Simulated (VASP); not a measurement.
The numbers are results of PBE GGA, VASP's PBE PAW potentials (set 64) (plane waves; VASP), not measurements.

VASP ran on this input.

**POSCAR**
```
CdS
4.0597420
  0.0000000000   0.7071067570   0.7071067570
  0.7071067570   0.0000000000   0.7071067570
  0.7071067570   0.7071067570   0.0000000000
Cd S
1 1
Direct
  0.0000000000   0.0000000000   0.0000000000
  0.2500000000   0.2500000000   0.2500000000
```

**INCAR**
```
SYSTEM = CdS
PREC = Normal
ENCUT = 500
EDIFF = 1E-8
NELM = 100
ALGO = Normal
LREAL = .FALSE.
LASPH = .TRUE.
ISMEAR = 0
SIGMA = 0.01
GGA = PE
LWAVE = .TRUE.
LCHARG = .FALSE.
```

KPOINTS:
```
Regular mesh
0
Gamma
  4 4 4
```

POTCAR, in this order: Cd_sv_GW S_GW (PBE.64 set). Program: vasp_std.

The run wrote:

File OUTCAR:
```
 ion  position               nearest neighbor table
   1  0.000  0.000  0.000-   2 2.49   2 2.49   2 2.49   2 2.49
   2  0.250  0.250  0.250-   1 2.49   1 2.49   1 2.49   1 2.49
  LATTYP: Found a face centered cubic cell.
 ALAT       =     5.7413420000
 Subroutine PRICEL returns:
 Original cell was already a primitive cell.
 Subroutine GETGRP returns: Found 24 space group operations
The static configuration has the point symmetry T_d .
The dynamic configuration has the point symmetry T_d .
 Subroutine INISYM returns: Found 24 space group operations
 Subroutine IBZKPT returns following result:
 Found      8 irreducible k-points:

 Following reciprocal coordinates:
            Coordinates               Weight
  0.000000  0.000000  0.000000      1.000000
  0.250000  0.000000  0.000000      8.000000
  0.500000  0.000000  0.000000      4.000000
  0.250000  0.250000  0.000000      6.000000
  0.500000  0.250000  0.000000     24.000000
 -0.250000  0.250000  0.000000     12.000000
  0.500000  0.500000  0.000000      3.000000
 -0.250000  0.500000  0.250000      6.000000
   k-points           NKPTS =      8   k-points in BZ     NKDIM =      8   number of bands    NBANDS=     17
...
```

OSZICAR:
```
       N       E                     dE             d eps       ncg     rms          rms(c)
DAV:   1     0.397547441252E+03    0.39755E+03   -0.14499E+04   296   0.189E+03
DAV:   2     0.376086050946E+02   -0.35994E+03   -0.33917E+03   274   0.665E+02
DAV:   3    -0.439979775687E+01   -0.42008E+02   -0.41744E+02   366   0.248E+02
DAV:   4    -0.655541048744E+01   -0.21556E+01   -0.21527E+01   360   0.549E+01
DAV:   5    -0.665052297772E+01   -0.95112E-01   -0.95092E-01   439   0.114E+01    0.231E+01
DAV:   6    -0.611094467440E+01    0.53958E+00   -0.15093E+00   446   0.235E+01    0.171E+01
DAV:   7    -0.609914082293E+01    0.11804E-01   -0.53260E-01   396   0.724E+00    0.484E+00
DAV:   8    -0.608952283820E+01    0.96180E-02   -0.61301E-02   402   0.308E+00    0.256E-01
DAV:   9    -0.608949350284E+01    0.29335E-04   -0.38390E-03   375   0.134E+00    0.746E-02
DAV:  10    -0.608960107753E+01   -0.10757E-03   -0.22584E-04   379   0.181E-01    0.562E-02
DAV:  11    -0.608961968066E+01   -0.18603E-04   -0.35787E-05   397   0.109E-01    0.148E-02
DAV:  12    -0.608962163562E+01   -0.19550E-05   -0.40375E-06   374   0.473E-02    0.298E-03
DAV:  13    -0.608962190475E+01   -0.26913E-06   -0.85805E-07   340   0.155E-02    0.793E-04
DAV:  14    -0.608962184786E+01    0.56885E-07   -0.11390E-07   413   0.436E-03    0.141E-03
DAV:  15    -0.608962189126E+01   -0.43400E-07   -0.35348E-08   325   0.461E-03    0.782E-05
DAV:  16    -0.608962189360E+01   -0.23365E-08   -0.31967E-09   147   0.504E-04
   1 F= -.60896219E+01 E0= -.60896219E+01  d E =0.000000E+00
```

File OUTCAR:
```
------------------------ aborting loop because EDIFF is reached ----------------------------------------
  FORCE on cell =-STRESS in cart. coord.  units (eV):
  Direction    XX          YY          ZZ          XY          YZ          ZX
  --------------------------------------------------------------------------------------
  Total        1.5235800      1.5235800      1.5235800      0.0000000      0.0000000      0.0000000
  in kB       51.5935690     51.5935690     51.5935690      0.0000000      0.0000000      0.0000000
  external PRESSURE =      51.5935690 kB  Pullay stress =       0.0000000 kB
  volume of cell :       47.31
      direct lattice vectors                 reciprocal lattice vectors
     0.000000000  2.870671000  2.870671000    -0.174175306  0.174175306  0.174175306
     2.870671000  0.000000000  2.870671000     0.174175306 -0.174175306  0.174175306
     2.870671000  2.870671000  0.000000000     0.174175306  0.174175306 -0.174175306
  FREE ENERGIE OF THE ION-ELECTRON SYSTEM (eV)
  ---------------------------------------------------
  free  energy   TOTEN  =        -6.0896218936 eV

  energy  without entropy=       -6.0896218936  energy(sigma->0) =       -6.08962189
```
(Selected blocks of OUTCAR.)

The compound is CdS in the zinc blende structure, a metastable form; wurtzite is the usual one. This cell is one point of a volume scan, at 0.96 of the reference volume. The k-mesh is coarse (spacing up to 0.47 per Å, 2π included), so the numbers may not be converged in it.
